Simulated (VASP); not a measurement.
An input for Quantum ESPRESSO's pw.x (written as the equivalent of a VASP run, and not itself run):

```
&CONTROL
  calculation = 'vc-relax'
  pseudo_dir = './pseudo'
  outdir = './out'
  tprnfor = .true.
  tstress = .true.
  nstep = 60
  forc_conv_thr = 0.00039
/
&SYSTEM
  ibrav = 0
  nat = 2
  ntyp = 1
  ecutwfc = 84
  occupations = 'smearing'
  smearing = 'methfessel-paxton'
  degauss = 0.00735
  input_dft = 'vdw-df-ob86'
/
&ELECTRONS
  conv_thr = 7.3e-08
  electron_maxstep = 100
/
&IONS
/
&CELL
/
ATOMIC_SPECIES
  Zn 65.380 Zn.upf
CELL_PARAMETERS angstrom
     1.3255575   -2.2959333    0.0000000
     1.3255575    2.2959333   -0.0000000
    -0.0000000   -0.0000000    4.8217348
ATOMIC_POSITIONS crystal
  Zn   0.3333330  0.6666670  0.2500000
  Zn   0.6666670  0.3333330  0.7500000
K_POINTS automatic
  14 14 7 0 0 0
```

Problem. Translate this input to VASP (INCAR, KPOINTS, POSCAR, choice of POTCAR).

Solution. Several could match; the one computed here: 
File POSCAR:
```
Zn
1
    1.3255574579    -2.2959332869     0.0000000000
    1.3255574579     2.2959332869    -0.0000000000
   -0.0000000000    -0.0000000000     4.8217347762
Zn
2
Direct
  0.3333330000   0.6666670000   0.2500000000
  0.6666670000   0.3333330000   0.7500000000
```

**KPOINTS**
```
Automatic mesh
0
Gamma
14 14 7
0 0 0
```

### INCAR
```
! general
SYSTEM    =  Zn
PREC      =  Accurate
ENCUT     =  520
LREAL     =  .False.
LASPH     =  .True.

! electronic loop
EDIFF     =  1E-6
NELM      =  100
ALGO      =  Normal
LMAXMIX   =  4

! smearing
ISMEAR    =  1
SIGMA     =  0.1

! functional
GGA       =  MK
LUSE_VDW  =  .True.
AGGAC     =  0.0
PARAM1    =  0.1234
PARAM2    =  1.0

! ions
IBRION    =  2
NSW       =  60
ISIF      =  3
EDIFFG    =  -0.01

! output
LWAVE     =  .False.
LCHARG    =  .False.
```

POTCAR, in this order: Zn (PBE.64 set). Program: vasp_std.

Limits of the translation: the potentials are each code's own (VASP's PAW set, PseudoDojo norm-conserving files in pw.x), so ENCUT and ecutwfc are chosen apart and not converted; conv_thr bounds pw.x's estimated SCF error, while EDIFF bounds the energy change between steps; forc_conv_thr acts on force components and is met together with etot_conv_thr.

The compound is Zn in the hcp structure. It was relaxed first. The start is the result of an earlier pass.
